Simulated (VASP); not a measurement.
Method: vdW-DF2, VASP's PBE PAW potentials (set 64) (plane waves; VASP).

VASP input:

**INCAR**
```
! general
SYSTEM   = SrVO3
PREC     = Accurate
ENCUT    = 520
LREAL    = .FALSE.   ! projection in real space or not
LASPH    = .TRUE.

! electronic loop
EDIFF    = 1E-7   ! SCF stop (eV)
NELM     = 100
ALGO     = Normal   ! blocked Davidson
LMAXMIX  = 4

! smearing
ISMEAR   = 1   ! Methfessel-Paxton
SIGMA    = 0.1   ! width (eV)

! functional
GGA      = ML
LUSE_VDW = .TRUE.
AGGAC    = 0.0
ZAB_VDW  = -1.8867

! ions
ISIF     = 2

! output
LWAVE    = .FALSE.
LCHARG   = .FALSE.
```

File KPOINTS:
```
Automatic mesh
0
Gamma
8 8 8
0 0 0
```

POSCAR:
```
SrVO3
1
    3.8437983686     0.0000000000     0.0000000000
    0.0000000000     3.8437983686     0.0000000000
    0.0000000000     0.0000000000     3.8437983686
Sr V O
1 1 3
Direct
  0.0000000000   0.0000000000   0.0000000000
  0.5000000000   0.5000000000   0.5000000000
  0.5000000000   0.0000000000   0.5000000000
  0.0000000000   0.5000000000   0.5000000000
  0.5000000000   0.5000000000   0.0000000000
```

POTCAR, in this order: Sr_sv V_sv O (PBE.64 set). Program: vasp_std.

What VASP printed:

### OSZICAR
```
       N       E                     dE             d eps       ncg     rms          rms(c)
DAV:   1     0.472272375745E+03    0.47227E+03   -0.24486E+04  1680   0.180E+03
DAV:   2    -0.126077842266E+02   -0.48488E+03   -0.48043E+03  2200   0.492E+02
DAV:   3    -0.404257708019E+02   -0.27818E+02   -0.27721E+02  1728   0.128E+02
DAV:   4    -0.413800179623E+02   -0.95425E+00   -0.95255E+00  2960   0.203E+01
DAV:   5    -0.413873212897E+02   -0.73033E-02   -0.73025E-02  1992   0.153E+00    0.376E+01
DAV:   6    -0.309397897877E+02    0.10448E+02   -0.11651E+02  2160   0.778E+01    0.207E+01
DAV:   7    -0.297568247018E+02    0.11830E+01   -0.41674E+01  1872   0.577E+01    0.185E+01
DAV:   8    -0.289668246154E+02    0.79000E+00   -0.27302E+00  1800   0.144E+01    0.824E+00
DAV:   9    -0.288795766666E+02    0.87248E-01   -0.18441E+00  2008   0.105E+01    0.283E+00
DAV:  10    -0.288276393291E+02    0.51937E-01   -0.68706E-01  1928   0.730E+00    0.117E+00
DAV:  11    -0.288183847544E+02    0.92546E-02   -0.47120E-02  1880   0.192E+00    0.195E-01
DAV:  12    -0.288189692848E+02   -0.58453E-03   -0.92936E-03  2048   0.580E-01    0.187E-01
DAV:  13    -0.288185880936E+02    0.38119E-03   -0.14064E-03  1896   0.291E-01    0.503E-02
DAV:  14    -0.288185591639E+02    0.28930E-04   -0.26796E-04  1904   0.906E-02    0.223E-02
DAV:  15    -0.288185604087E+02   -0.12449E-05   -0.10279E-05  2216   0.231E-02    0.757E-03
DAV:  16    -0.288185606987E+02   -0.28995E-06   -0.87581E-07  1808   0.683E-03    0.357E-03
DAV:  17    -0.288185606777E+02    0.20982E-07   -0.19694E-07  1040   0.395E-03
   1 F= -.28818561E+02 E0= -.28817832E+02  d E =-.218550E-02
```

**OUTCAR**
```
------------------------ aborting loop because EDIFF is reached ----------------------------------------
  FORCE on cell =-STRESS in cart. coord.  units (eV):
  Direction    XX          YY          ZZ          XY          YZ          ZX
  --------------------------------------------------------------------------------------
  Total        4.3160495      4.3160495      4.3160495      0.0000000     -0.0000000     -0.0000000
  in kB      121.7629631    121.7629631    121.7629631      0.0000000     -0.0000000     -0.0000000
  external PRESSURE =     121.7629631 kB  Pullay stress =       0.0000000 kB
  volume of cell :       56.79
      direct lattice vectors                 reciprocal lattice vectors
     3.843798369  0.000000000  0.000000000     0.260159328  0.000000000  0.000000000
     0.000000000  3.843798369  0.000000000     0.000000000  0.260159328  0.000000000
     0.000000000  0.000000000  3.843798369     0.000000000  0.000000000  0.260159328
 POSITION                                       TOTAL-FORCE (eV/Angst)
 -----------------------------------------------------------------------------------
      0.00000      0.00000      0.00000         0.000000      0.000000      0.000000
      1.92190      1.92190      1.92190         0.000000      0.000000      0.000000
      1.92190      0.00000      1.92190         0.000000      0.000000      0.000000
      0.00000      1.92190      1.92190         0.000000      0.000000      0.000000
      1.92190      1.92190      0.00000         0.000000      0.000000      0.000000
 -----------------------------------------------------------------------------------
    total drift:                                0.000000      0.000000     -0.000000
  FREE ENERGIE OF THE ION-ELECTRON SYSTEM (eV)
  ---------------------------------------------------
  free  energy   TOTEN  =       -28.8185606777 eV

  energy  without entropy=      -28.8163751751  energy(sigma->0) =      -28.81783218
```
(Selected blocks of OUTCAR.)

The compound is SrVO3 in the cubic perovskite structure. This cell is one point of a volume scan, at 0.94 of the reference volume. The run is not spin-polarised, so no magnetic state was tried. The electron count is odd and the run is not spin-polarised, which forces a metal.
